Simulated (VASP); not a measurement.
Output of a VASP run:

### OSZICAR
```
...
DAV:   2    -0.231598766815E+02   -0.64698E+03   -0.62892E+03  2596   0.564E+02
DAV:   3    -0.120235894594E+03   -0.97076E+02   -0.95386E+02  3376   0.207E+02
DAV:   4    -0.125871099434E+03   -0.56352E+01   -0.56280E+01  3328   0.481E+01
DAV:   5    -0.126121154922E+03   -0.25006E+00   -0.24999E+00  3092   0.814E+00    0.328E+01
DAV:   6    -0.764585190178E+02    0.49663E+02   -0.12489E+02  3032   0.128E+02    0.107E+01
DAV:   7    -0.742449781272E+02    0.22135E+01   -0.22659E+01  2548   0.387E+01    0.701E+00
DAV:   8    -0.744351550149E+02   -0.19018E+00   -0.86823E+00  3400   0.240E+01    0.405E+00
DAV:   9    -0.718787129887E+02    0.25564E+01   -0.30743E+00  2480   0.162E+01    0.239E+00
DAV:  10    -0.732444877001E+02   -0.13658E+01   -0.29230E+00  3360   0.185E+01    0.351E+00
DAV:  11    -0.727145855186E+02    0.52990E+00   -0.12005E+00  3232   0.108E+01    0.163E+00
DAV:  12    -0.729082540392E+02   -0.19367E+00   -0.46415E-01  2376   0.699E+00    0.779E-01
DAV:  13    -0.728872995825E+02    0.20954E-01   -0.43967E-02  2620   0.214E+00    0.530E-01
DAV:  14    -0.728951788064E+02   -0.78792E-02   -0.79618E-03  2684   0.849E-01    0.406E-01
DAV:  15    -0.728935312324E+02    0.16476E-02   -0.36278E-03  2836   0.593E-01    0.224E-01
DAV:  16    -0.728914493847E+02    0.20818E-02   -0.29875E-03  3252   0.475E-01    0.173E-01
DAV:  17    -0.728917161327E+02   -0.26675E-03   -0.91024E-04  3240   0.242E-01    0.126E-01
DAV:  18    -0.728918962918E+02   -0.18016E-03   -0.12434E-03  2672   0.306E-01    0.414E-02
DAV:  19    -0.728919154681E+02   -0.19176E-04   -0.95386E-05  2732   0.945E-02    0.231E-02
DAV:  20    -0.728919186318E+02   -0.31638E-05   -0.44611E-05  2840   0.550E-02    0.617E-03
DAV:  21    -0.728919286952E+02   -0.10063E-04   -0.29787E-05  2464   0.465E-02    0.616E-03
DAV:  22    -0.728919282530E+02    0.44219E-06   -0.11034E-05  3168   0.297E-02    0.104E-03
DAV:  23    -0.728919288186E+02   -0.56560E-06   -0.59897E-07  1408   0.902E-03
   1 F= -.72891929E+02 E0= -.72891929E+02  d E =-.728919E+02
       N       E                     dE             d eps       ncg     rms          rms(c)
DAV:   1    -0.728919583848E+02   -0.30132E-04   -0.65045E-02  2272   0.215E+00    0.142E-01
DAV:   2    -0.728920350411E+02   -0.76656E-04   -0.40767E-03  2704   0.533E-01    0.742E-02
DAV:   3    -0.728921267766E+02   -0.91736E-04   -0.13468E-03  3752   0.328E-01    0.411E-02
DAV:   4    -0.728920767454E+02    0.50031E-04   -0.11225E-03  3360   0.269E-01    0.263E-02
DAV:   5    -0.728920198609E+02    0.56885E-04   -0.17525E-04  3724   0.995E-02    0.896E-03
DAV:   6    -0.728920178936E+02    0.19673E-05   -0.14491E-05  2648   0.347E-02    0.351E-03
DAV:   7    -0.728920174199E+02    0.47378E-06   -0.11511E-05  3592   0.297E-02    0.424E-03
DAV:   8    -0.728920176137E+02   -0.19389E-06   -0.24472E-06  1940   0.178E-02
   2 F= -.72892018E+02 E0= -.72892018E+02  d E =-.887951E-04
       N       E                     dE             d eps       ncg     rms          rms(c)
DAV:   1    -0.728920424650E+02   -0.25045E-04   -0.39877E-03  2276   0.530E-01    0.345E-02
DAV:   2    -0.728920381154E+02    0.43496E-05   -0.22998E-04  2472   0.124E-01    0.180E-02
DAV:   3    -0.728920384701E+02   -0.35468E-06   -0.47366E-05  3088   0.704E-02    0.711E-03
DAV:   4    -0.728920354421E+02    0.30280E-05   -0.29756E-05  2808   0.543E-02    0.466E-03
DAV:   5    -0.728920357801E+02   -0.33795E-06   -0.86883E-06  2636   0.283E-02
   3 F= -.72892036E+02 E0= -.72892036E+02  d E =-.106961E-03
```

**OUTCAR**
```
------------------------ aborting loop because EDIFF is reached ----------------------------------------
  FORCE on cell =-STRESS in cart. coord.  units (eV):
  Direction    XX          YY          ZZ          XY          YZ          ZX
  --------------------------------------------------------------------------------------
  Total       -0.0308477     -0.0308477     -0.0847594      0.0000000      0.0000000      0.0000000
  in kB       -0.7168790     -0.7168790     -1.9697517      0.0000000      0.0000000      0.0000000
  external PRESSURE =      -1.1345032 kB  Pullay stress =       0.0000000 kB
  volume of cell :       68.94
      direct lattice vectors                 reciprocal lattice vectors
    -1.900064197  1.900064197  4.774090048     0.000000000  0.263149003  0.104732000
     1.900064197 -1.900064197  4.774090048     0.263149003  0.000000000  0.104732000
     1.900064197  1.900064197 -4.774090048     0.263149003  0.263149003  0.000000000
 POSITION                                       TOTAL-FORCE (eV/Angst)
 -----------------------------------------------------------------------------------
      0.00000      1.90006      2.38705         0.000000      0.000000      0.000000
      0.00000      0.00000      0.00000         0.000000      0.000000      0.000000
      0.00000      1.90006      0.40027         0.000000     -0.000000      0.000275
      0.00000      0.00000      7.56140        -0.000000      0.000000      0.000275
      0.00000      0.00000      1.98678        -0.000000      0.000000     -0.000275
     -0.00000      1.90006      4.37382         0.000000     -0.000000     -0.000275
 -----------------------------------------------------------------------------------
    total drift:                               -0.000000      0.000000     -0.000000
  FREE ENERGIE OF THE ION-ELECTRON SYSTEM (eV)
  ---------------------------------------------------
  free  energy   TOTEN  =       -72.8920357801 eV

  energy  without entropy=      -72.8920357801  energy(sigma->0) =      -72.89203578

 reached required accuracy - stopping structural energy minimisation
```
(Selected blocks of OUTCAR.)

POSCAR:
```
TiO2
1
   -1.9002288590     1.9002288590     4.7712787323
    1.9002288590    -1.9002288590     4.7712787323
    1.9002288590     1.9002288590    -4.7712787323
Ti O
2 4
Direct
  0.7500000000   0.2500000000   0.5000000000
  0.0000000000   0.0000000000   0.0000000000
  0.5420265806   0.0420265806   0.5000000000
  0.7920265806   0.7920265806   0.0000000000
  0.2079734194   0.2079734194   0.0000000000
  0.9579734194   0.4579734194   0.5000000000
```

Write an INCAR and KPOINTS that could have produced this output.

One answer among several that fit: the input of the run itself, MS2 meta-GGA, plane waves, VASP's PBE PAW potentials (set 64).

KPOINTS:
```
Automatic
0
G
 7 7 7
```

INCAR:
```
SYSTEM = TiO2
PREC = Accurate
ENCUT = 520
EDIFF = 1E-6
NELM = 100
ALGO = Normal
LREAL = .FALSE.
LASPH = .TRUE.
ISMEAR = 0
SIGMA = 0.05
METAGGA = MS2
LMIXTAU = .TRUE.
LMAXMIX = 4
LWAVE = .FALSE.
LCHARG = .FALSE.
IBRION = 2
ISIF = 3
NSW = 60
EDIFFG = -0.02
```

POTCAR, in this order: Ti_sv O (PBE.64 set). Program: vasp_std.

The compound is TiO2 in the anatase structure, one of several forms; rutile is the usual stable one. This run relaxes it. Symmetry was kept, so distortions that lower it aren't found. The start is the result of an earlier pass.
